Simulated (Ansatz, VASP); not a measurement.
# Ga12Ge13O44: VASP beside Ansatz, part 2 of 2

Wanted: the spread between two codes on one cell, functional and k mesh. The structure shown is frame 105 of Ansatz's trajectory.

VASP 6.6.1 and Ansatz 0.2.0.

So far: Starting point; Ansatz: dynamics, PBE.

### Step 3. VASP: single point, PBE

Level of this step: PBE; plane waves and PAW (Ga_d, Ge_d, O) (VASP).

The same cell, functional, mesh and smearing now go to VASP, with its own data sets.

Lines of VASP's logs that name or quote its potential files are left out, and so is its time.

Input file INCAR:

```
SYSTEM = Ga12Ge13O44
PREC = Accurate
ENCUT = 520
EDIFF = 1E-06
NELM = 120
ISMEAR = 0
SIGMA = 0.05
LREAL = Auto
ALGO = Normal
GGA = PE
NBANDS = 352
LORBIT = 11
LWAVE = .FALSE.
LCHARG = .FALSE.
ISIF = 2
LASPH = .TRUE.
GGA_COMPAT = .FALSE.
EFERMI = MIDGAP
NCORE = 2
```

Input file POSCAR:

```
Ga12Ge13O44
1.0
   10.3277000000      0.0000000000      0.0000000000
    0.0000000000     10.3277000000      0.0000000000
    0.0000000000      0.0000000000     10.3277000000
Ga Ge O
12 13 44
Direct
    0.5548282774      0.4803876952      0.8670081431
    0.6362791328      0.5804971097      0.4186314475
    0.0938447089      0.6372474026      0.8094348209
    0.5411853559      0.2988080599      0.6035128828
    0.8929771392      0.7248855021      0.5425699817
    0.3229276606      0.4044947084      0.3962547324
    0.4918713750      0.5685680258      0.1682465602
    0.3031362259      0.4125216650      0.7046583460
    0.8214123183      0.6515100168      0.9713198486
    0.9510636444      0.7542143943      0.2351152725
    0.5999399673      0.7796314765      0.8013497681
    0.8039834620      0.5036068050      0.6826689389
    0.8097640327      0.2746206803      0.9500082303
    0.3856134473      0.2990501273      0.0814992690
    0.8247141183      0.9876061466      0.8165709693
    0.0704125798      0.1138007494      0.6794058697
    0.0149307203      0.3811981370      0.4737356817
    0.1376782827      0.8312596222      0.5485442064
    0.2377780145      0.7606533885      0.0574668126
    0.6584331458      0.8503539026      0.2678234263
    0.4011929084      0.6818943230      0.6019926992
    0.1338826651      0.2896191795      0.9006264706
    0.4652439556      0.9843140293      0.0389728594
    0.6127889075      0.9787174298      0.5657794088
    0.8073046274      0.4561422195      0.2235154003
    0.9801795172      0.2930274892      0.9597102937
    0.7821199299      0.8305043717      0.8977700747
    0.2630789043      0.5792286763      0.6404136449
    0.4841348993      0.6546375282      0.7557345779
    0.3003572916      0.8074595505      0.5188086408
    0.3894187476      0.3811981370      0.2319006168
    0.6790669752      0.9235454167      0.4146131278
    0.5605120211      0.7040483360      0.2693339272
    0.3015095326      0.9209601363      0.0791657387
    0.7513773638      0.1093563911      0.9241166959
    0.0870184068      0.7799122748      0.1332145589
    0.9406837921      0.4920650290      0.5801098018
    0.1594353051      0.0044830892      0.5769145115
    0.5749973373      0.9711552427      0.1655450875
    0.2044501680      0.7422078488      0.8968599010
    0.4652149075      0.3596347686      0.7725921551
    0.2006158196      0.1896259574      0.7785179662
    0.8067333482      0.6359983346      0.4113887894
    0.3311773192      0.6277099451      0.1056866485
    0.5230980760      0.9111612460      0.8913891767
    0.5520009295      0.1361774645      0.5552736815
    0.8983123057      0.3610774906      0.3413635175
    0.8803993145      0.5929684247      0.1402635630
    0.0161797883      0.2341954162      0.5666121208
    0.6571840778      0.6109104641      0.9348354425
    0.6696263447      0.4347047261      0.5721022106
    0.1546617349      0.4471469930      0.3863009189
    0.4297955982      0.1501786458      0.0430880060
    0.7254470986      0.3735972191      0.8322666228
    0.1842036465      0.4542153626      0.8249561858
    0.9857857994      0.0280023626      0.7970990637
    0.5366538532      0.8411553395      0.6272548583
    0.0231029174      0.8054842801      0.4210230739
    0.2228957077      0.2884863038      0.0496625580
    0.4880079785      0.4291565402      0.0181453760
    0.3609225675      0.3172729649      0.5473048210
    0.7643037656      0.9990607783      0.6568258179
    0.6339843334      0.4701337181      0.2632144621
    0.0355548670      0.7518034025      0.6693552291
    0.8022696244      0.3183671098      0.1195135413
    0.8157963535      0.8490564211      0.1958519322
    0.9314174502      0.5815622065      0.8497632580
    0.4594246541      0.5709015560      0.4732515468
    0.7658723627      0.6825914773      0.6704106432
```

Input file KPOINTS:

```
Automatic mesh
0
Gamma
1 1 1
0 0 0
```

PAW data sets: Ga_d, Ge_d and O (PBE family, release 64).

On the command line:

```
> mpirun -np 8 vasp_gam
```

Numbers of over 12 decimals in the logs are rounded to 6 here.

The program printed:

```text
[banner, memory and clock lines left out]
running    8 mpi-ranks, on    1 nodes
[...]
LDA part: xc-table for (Slater+PW92), standard interpolation
 POSCAR, INCAR and KPOINTS ok, starting setup
[...]
entering main loop
       N       E                     dE             d eps       ncg     rms          rms(c)
DAV:   1     0.176071731376E+05    0.17607E+05   -0.21864E+05   856   0.401E+03
DAV:   2     0.451205097095E+04   -0.13095E+05   -0.12150E+05   704   0.117E+03
DAV:   3     0.295513023669E+03   -0.42165E+04   -0.39498E+04   888   0.401E+02
DAV:   4    -0.420178314806E+03   -0.71569E+03   -0.69797E+03   848   0.181E+02
[...]
DAV:  19    -0.413724921328E+03    0.25725E-05   -0.74512E-06   704   0.210E-02    0.444E-03
DAV:  20    -0.413724919981E+03    0.13474E-05   -0.50567E-06   712   0.992E-03    0.184E-03
DAV:  21    -0.413724920114E+03   -0.13325E-06   -0.26646E-06   536   0.758E-03
   1 F= -.41372492E+03 E0= -.41372492E+03  d E =-.219469E-60
```

From OUTCAR (step 3):

```text
 POSITION                                       TOTAL-FORCE (eV/Angst)
 -----------------------------------------------------------------------------------
      5.73010      4.96130      8.95420         1.237138      0.388001     -1.177053
      6.57130      5.99520      4.32350        -0.260620     -0.962575      0.867200
      0.96920      6.58130      8.35960         0.960971     -0.391207     -0.266647
      5.58920      3.08600      6.23290         0.487722      1.943711      0.763335
      9.22240      7.48640      5.60350        -0.662692     -1.066780      0.612367
      3.33510      4.17750      4.09240         0.257164      0.252570      0.209774
      5.07990      5.87200      1.73760        -1.063599     -0.905684     -1.192460
      3.13070      4.26040      7.27750         0.993825      0.472215     -1.396932
      8.48330      6.72860     10.03150         0.974473      0.825832     -0.766786
      9.82230      7.78930      2.42820         1.209759     -0.548624      0.794852
      6.19600      8.05180      8.27610         1.586911      0.069197      0.637084
      8.30330      5.20110      7.05040        -1.689985     -0.228567      1.584375
      8.36300      2.83620      9.81140        -0.707931     -0.175588      0.799144
      3.98250      3.08850      0.84170         0.298835      2.433112      0.298056
[...]
-----------------------------------------------------------------------------------
    total drift:                               -0.001132     -0.003281      0.024887

  FREE ENERGIE OF THE ION-ELECTRON SYSTEM (eV)
  ---------------------------------------------------
  free  energy   TOTEN  =      -413.7249201140 eV

  energy  without entropy=     -413.7249201140  energy(sigma->0) =     -413.72492011

[... 2 further parts left out ...]
```

The run ends at a pressure of -2.54 GPa, with forces up to 3.3 eV/Å.

### Step 4. Comparison

Known differences besides the potentials themselves: the cutoff is 420 eV in Ansatz and 520 eV in VASP (PREC = Accurate, projectors in real space). Total energies have different zeros and are not compared.

Forces on 8 of the 69 atoms, those with the largest forces and the largest differences (eV/Å; atoms numbered as in POSCAR):

```
atom          Ansatz x, y, z            VASP x, y, z
Ge14     0.311, 2.545, 0.320     0.299, 2.433, 0.298
Ge15   -2.520, -1.074, 1.984   -2.470, -1.056, 1.961
Ge16   2.263, -0.166, -2.177   2.246, -0.191, -2.181
Ge20   -0.678, 1.011, -2.913   -0.661, 1.076, -2.866
Ge22     1.601, 2.332, 1.127     1.532, 2.325, 1.208
Ge23  -0.935, -2.292, -0.743  -0.911, -2.213, -0.722
 O55   -1.803, -1.848, 1.628   -1.809, -1.847, 1.640
 O69   -0.252, 0.142, -0.499   -0.322, 0.198, -0.455
```

The forces differ by 27 meV/Å r.m.s., which is 2.8 % of the r.m.s. force of 0.968 eV/Å (both taken over all components).

### Step 5. Summary of results

| Property | Result |
| --- | --- |
| r.m.s. force difference (single point, PBE) | 2.8 % of the r.m.s. force |

What this shows: The r.m.s. force difference is 2.8 % of the r.m.s. force (single point, PBE), within the 3 % picked in this series as the mark of a large difference. 2 further runs of this series are not shown here. Such differences can come from data sets, numerical settings and the points named under the comparisons, not from the functional's error against experiment.

[Lines on the potential files, build, host, timing and source positions are cut from VASP's logs without a mark.]

[Logs are printed without paths, hosts, clocks, repeated set-up lines and the standing remarks that a program may print on its own settings, such as how far it seeks lower states.]

[Hosts, paths, dates, database ids (printed as entryN), source tags and the programs' standing remarks are cut or masked in the printed files.]
